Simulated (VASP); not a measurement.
# Vibrations of TiC: a test of the settings, part 2 of 2

Aim: test the modes of TiC against the numerical settings. The starting structure is a measured crystal structure from the Crystallography Open Database.

VASP 6.6.1.

Results so far: reference T1u 549.8 cm⁻¹; a 7×7×7 mesh T1u 484.4 cm⁻¹; a cutoff of 400 eV T1u 548.8 cm⁻¹.

The database entry behind the starting cell differs from later determinations by our own check (about 0.5 % long), so it need not match the best structure at ambient conditions.

**5. Modes with an 18×18×18 mesh**

Level of this step: LDA; plane waves and PAW (Ti_sv, C) (VASP).

Against step 2 the input has an 18×18×18 mesh.

INCAR reads:

```
SYSTEM = TiC
PREC = Accurate
ENCUT = 520
EDIFF = 1E-08
NELM = 100
ISMEAR = 0
SIGMA = 0.05
LREAL = .FALSE.
ALGO = Normal
GGA = CA
NBANDS = 14
LASPH = .TRUE.
LORBIT = 11
LWAVE = .FALSE.
LCHARG = .FALSE.
KPAR = 8
IBRION = 8
ISIF = 2
```

POSCAR reads:

```
TiC
1.0
    0.0000000000      2.1322471767      2.1322471767
    2.1322471767      0.0000000000      2.1322471767
    2.1322471767      2.1322471767      0.0000000000
Ti C
1 1
Direct
    0.5000000000      0.5000000000      0.5000000000
    0.0000000000      0.0000000000      0.0000000000
```

KPOINTS reads:

```
Automatic mesh
0
Gamma
18 18 18
0 0 0
```

PAW data sets: Ti_sv and C (LDA family, release 64).

The run is started by

```console
$ mpirun -np 8 vasp_std
```

Output:

```text
[... set-up lines as in an earlier step ...]
 entering main loop
       N       E                     dE             d eps       ncg     rms          rms(c)
DAV:   1     0.120358627077E+03    0.12036E+03   -0.85282E+03  5468   0.142E+03
DAV:   2    -0.149647992403E+02   -0.13532E+03   -0.12707E+03  5742   0.351E+02
DAV:   3    -0.255266593495E+02   -0.10562E+02   -0.10400E+02  8712   0.911E+01
DAV:   4    -0.259693882101E+02   -0.44273E+00   -0.44241E+00  6416   0.145E+01
[...]
DAV:  15    -0.205390977945E+02    0.76121E-07   -0.13920E-07  8208   0.462E-03    0.109E-03
DAV:  16    -0.205390977825E+02    0.11973E-07   -0.24457E-08  6096   0.255E-03    0.177E-04
DAV:  17    -0.205390977828E+02   -0.30627E-09   -0.76374E-10  3342   0.396E-04
   1 F= -.20539098E+02 E0= -.20538956E+02  d E =-.284022E-03
 Linear response reoptimize wavefunctions to high precision
DAV:   1    -0.205390977827E+02    0.14779E-09   -0.26923E-10  3708   0.220E-04
DAV:   2    -0.205390977827E+02   -0.23874E-10   -0.74305E-11  3048   0.873E-05
 Linear response DOF=           2
 Linear response progress:
[...]
RMM:  22    -0.649415597672E+00   -0.58648E-07   -0.27280E-07 30865   0.520E-04    0.961E-05
RMM:  23    -0.649415645340E+00   -0.47668E-07   -0.11575E-07 29629   0.453E-04    0.102E-04
RMM:  24    -0.649416030545E+00   -0.38521E-06   -0.15861E-07 29835   0.404E-04    0.962E-05
 first order change of Fermi-energy  -0.32258E-04
 force on displaced ion       1 direction 1 : -10.546   0.000   0.000
 Linear response progress:
  Degree of freedom:   2/  2
       N       E                     dE             d eps       ncg     rms          rms(c)
RMM:   1    -0.125951601684E+00   -0.12595E+00   -0.55345E-02 28865   0.231E+00
RMM:   2    -0.116228322411E+00    0.97233E-02   -0.56379E-03 26224   0.566E-01    0.148E-01
RMM:   3    -0.116848637653E+00   -0.62032E-03   -0.19237E-03 26789   0.243E-01    0.675E-02
RMM:   4    -0.117856540165E+00   -0.10079E-02   -0.74014E-04 27364   0.148E-01    0.147E-02
[...]
RMM:  12    -0.117965802149E+00    0.33156E-07   -0.16921E-08 31052   0.405E-04    0.981E-06
RMM:  13    -0.117965839531E+00   -0.37382E-07   -0.98236E-08 32390   0.220E-04    0.126E-05
RMM:  14    -0.117965840180E+00   -0.64891E-09   -0.25259E-08 31652   0.121E-04    0.445E-06
 first order change of Fermi-energy   0.32148E-03
 force on displaced ion       2 direction 1 : -10.525   0.000   0.000
 Linear response finished
```

Wall time 54 s (8 MPI ranks of Intel Xeon 6975P-C (Granite Rapids), shared host); peak memory 3 GiB; 5.7 min of CPU time.

From OUTCAR (step 5):

```text
  Total       -0.0021682     -0.0021682     -0.0021682      0.0000000      0.0000000      0.0000000
  in kB       -0.1791685     -0.1791685     -0.1791685      0.0000000      0.0000000      0.0000000
  external PRESSURE =      -0.1791685 kB  Pullay stress =       0.0000000 kB

 POSITION                                       TOTAL-FORCE (eV/Angst)
 -----------------------------------------------------------------------------------
      2.13225      2.13225      2.13225         0.000000      0.000000     -0.000000
      0.00000      0.00000      0.00000        -0.000000     -0.000000      0.000000
 -----------------------------------------------------------------------------------
    total drift:                                0.000000     -0.000000      0.000000

[... 1 part as in an earlier step ...]

[... 1 further part left out ...]
```

With an 18×18×18 mesh the mode is T1u 546.1 cm⁻¹, -3.7 cm⁻¹ from the reference.

**6. Modes with a smearing width of 0.02 eV**

Against step 2 the input has SIGMA = 0.02.

Edit INCAR of step 5 so:

```diff
@@ -6,3 +6,3 @@
 ISMEAR = 0
-SIGMA = 0.05
+SIGMA = 0.02
 LREAL = .FALSE.
```

POSCAR is that of step 5.

KPOINTS reads:

```
Automatic mesh
0
Gamma
14 14 14
0 0 0
```

The run is started by

```console
$ mpirun -np 8 vasp_std
```

Output:

```text
[... set-up lines as in an earlier step ...]
 entering main loop
       N       E                     dE             d eps       ncg     rms          rms(c)
DAV:   1     0.120087161284E+03    0.12009E+03   -0.86467E+03  2918   0.142E+03
DAV:   2    -0.149856372867E+02   -0.13507E+03   -0.12700E+03  3098   0.351E+02
DAV:   3    -0.255328896022E+02   -0.10547E+02   -0.10393E+02  4586   0.916E+01
DAV:   4    -0.259716341936E+02   -0.43874E+00   -0.43847E+00  3494   0.142E+01
[...]
DAV:  14    -0.205387537505E+02    0.42198E-06   -0.62206E-07  3828   0.962E-03    0.287E-03
DAV:  15    -0.205387536865E+02    0.63982E-07   -0.10756E-07  4198   0.321E-03    0.685E-04
DAV:  16    -0.205387536797E+02    0.68046E-08   -0.92703E-09  2274   0.136E-03
   1 F= -.20538754E+02 E0= -.20538714E+02  d E =-.793068E-04
 Linear response reoptimize wavefunctions to high precision
DAV:   1    -0.205387536789E+02    0.73851E-09   -0.71544E-10  2202   0.359E-04
DAV:   2    -0.205387536790E+02   -0.31378E-10   -0.89413E-11  1714   0.105E-04
 Linear response DOF=           2
 Linear response progress:
[...]
RMM:  31    -0.649397673370E+00    0.12739E-07   -0.11187E-07 10911   0.142E-04    0.114E-06
RMM:  32    -0.649397704829E+00   -0.31459E-07   -0.94146E-08 14736   0.126E-04    0.500E-07
RMM:  33    -0.649397706526E+00   -0.16972E-08   -0.77799E-08 12163   0.110E-04    0.651E-07
 first order change of Fermi-energy   0.11077E-03
 force on displaced ion       1 direction 1 : -10.656   0.000   0.000
 Linear response progress:
  Degree of freedom:   2/  2
       N       E                     dE             d eps       ncg     rms          rms(c)
RMM:   1    -0.125813247806E+00   -0.12581E+00   -0.53808E-02 14612   0.231E+00
RMM:   2    -0.116199849448E+00    0.96134E-02   -0.56411E-03 13278   0.565E-01    0.147E-01
RMM:   3    -0.116823569576E+00   -0.62372E-03   -0.19137E-03 13490   0.243E-01    0.671E-02
RMM:   4    -0.117830490004E+00   -0.10069E-02   -0.74096E-04 13819   0.148E-01    0.146E-02
[...]
RMM:  13    -0.117939903065E+00    0.15108E-07   -0.16845E-07 15796   0.222E-04    0.969E-06
RMM:  14    -0.117939914924E+00   -0.11860E-07   -0.18293E-08 15846   0.125E-04    0.156E-05
RMM:  15    -0.117939917362E+00   -0.24371E-08   -0.10065E-08 15899   0.669E-05    0.727E-06
 first order change of Fermi-energy   0.21562E-03
 force on displaced ion       2 direction 1 : -10.651   0.000   0.000
 Linear response finished
```

Run time: 37 s. Hardware: 8 MPI ranks; peak memory 2.3 GiB.

Parts of OUTCAR (step 6):

```text
  Total       -0.0020768     -0.0020768     -0.0020768      0.0000000      0.0000000      0.0000000
  in kB       -0.1716145     -0.1716145     -0.1716145      0.0000000      0.0000000      0.0000000
  external PRESSURE =      -0.1716145 kB  Pullay stress =       0.0000000 kB

 POSITION                                       TOTAL-FORCE (eV/Angst)
 -----------------------------------------------------------------------------------
      2.13225      2.13225      2.13225        -0.000000     -0.000000     -0.000000
      0.00000      0.00000      0.00000         0.000000      0.000000      0.000000
 -----------------------------------------------------------------------------------
    total drift:                               -0.000000     -0.000000      0.000000

[... 2 parts as in an earlier step ...]
```

With a smearing width of 0.02 eV the mode is T1u 549.2 cm⁻¹, -0.6 cm⁻¹ from the reference.

**7. Modes with finite displacements**

Against step 2 the input has IBRION = 6, NFREE = 2 and POTIM = 0.015 (also changed: NSW).

Edit INCAR of step 6 so:

```diff
@@ -6,3 +6,3 @@
 ISMEAR = 0
-SIGMA = 0.02
+SIGMA = 0.05
 LREAL = .FALSE.
@@ -16,3 +16,6 @@
 KPAR = 8
-IBRION = 8
+IBRION = 6
+NFREE = 2
+POTIM = 0.015
+NSW = 1
 ISIF = 2
```

POSCAR is that of step 6.

KPOINTS is that of step 6.

The run is started by

```console
$ mpirun -np 8 vasp_std
```

Output:

```text
[... set-up lines as in an earlier step ...]
 entering main loop
       N       E                     dE             d eps       ncg     rms          rms(c)
[... 17 cycles as in an earlier step ...]
   1 F= -.20538910E+02 E0= -.20538723E+02  d E =-.374302E-03
[...]
2 F= -.20537705E+02 E0= -.20537519E+02  d E =-.371982E-03
[...]
3 F= -.20537705E+02 E0= -.20537519E+02  d E =-.371981E-03
[...]
4 F= -.20537707E+02 E0= -.20537521E+02  d E =-.371982E-03
[...]
5 F= -.20537707E+02 E0= -.20537521E+02  d E =-.371978E-03
 Finite differences progress:
  Degree of freedom:   2/  2
  Displacement:        2/  2
  Total:               4/  4
```

It took 14 s on 8 MPI ranks; peak memory 1.9 GiB; 84 s of CPU time.

From OUTCAR (step 7):

```text
  Total        0.0076335     -0.0001608     -0.0001608     -0.0000000      0.0000000      0.0000000
  in kB        0.6307985     -0.0132880     -0.0132880     -0.0000000      0.0000000      0.0000000
  external PRESSURE =       0.2014075 kB  Pullay stress =       0.0000000 kB

 POSITION                                       TOTAL-FORCE (eV/Angst)
 -----------------------------------------------------------------------------------
      2.13225      2.13225      2.13225        -0.160776      0.000000      0.000000
     -0.01500      0.00000      0.00000         0.160776      0.000000      0.000000
 -----------------------------------------------------------------------------------
    total drift:                               -0.000069      0.000000      0.000000

  FREE ENERGIE OF THE ION-ELECTRON SYSTEM (eV)
  ---------------------------------------------------
  free  energy   TOTEN  =       -20.5377065513 eV

  energy  without entropy=      -20.5373345729  energy(sigma->0) =      -20.53752056

[... 2 parts as in an earlier step ...]

[... 1 further part left out ...]
[key lines of the parts left out:]
E-fermi :   9.8001
```

The last energy, forces and stress in OUTCAR belong to the last displaced cell, not to that of POSCAR.

With finite displacements the mode is T1u 551.0 cm⁻¹, +1.2 cm⁻¹ from the reference.

**8. All runs side by side**

| run | T1u | method | core minutes |
| --- | --- | --- | --- |
| reference | 549.8 | perturbation theory | 4.4 |
| a 7×7×7 mesh | 484.4 | perturbation theory | 1.73 |
| a cutoff of 400 eV | 548.8 | perturbation theory | 3.73 |
| an 18×18×18 mesh | 546.1 | perturbation theory | 7.2 |
| a smearing width of 0.02 eV | 549.2 | perturbation theory | 4.93 |
| finite displacements | 551.0 | finite displacements | 1.81 |

Modes are in cm⁻¹, degenerate ones as one, matched between runs by symmetry and order. A number in brackets counts the listed modes of one symmetry from the lowest. The symmetry labels come from an automatic analysis and can be wrong where levels nearly coincide. Core minutes are wall time times ranks of the run shown, on a shared host.

**9. What came out**

```
T1u, reference                   : 549.8 cm⁻¹
T1u, a 7×7×7 mesh                : 484.4 cm⁻¹
T1u, a cutoff of 400 eV          : 548.8 cm⁻¹
T1u, an 18×18×18 mesh            : 546.1 cm⁻¹
T1u, a smearing width of 0.02 eV : 549.2 cm⁻¹
T1u, finite displacements        : 551.0 cm⁻¹
```

In words: The largest change comes with a 7×7×7 mesh: -65.4 cm⁻¹ in T1u. On finer settings the modes change by up to -3.7 cm⁻¹ in T1u with an 18×18×18 mesh. These runs have no gap; if the crystal is a semiconductor, they miss the splitting of its polar modes and hang more on mesh and smearing. Other changes move the modes by more: -65.4 cm⁻¹ in T1u with a 7×7×7 mesh. Further runs on this material are not shown.

[Lines on the potential files, build, host, timing and source positions are cut from VASP's logs without a mark.]

[Logs are printed without paths, hosts, clocks, repeated set-up lines and the standing remarks that a program may print on its own settings, such as how far it seeks lower states.]

[Hosts, paths, dates, database ids (printed as entryN), source tags and the programs' standing remarks are cut or masked in the printed files.]
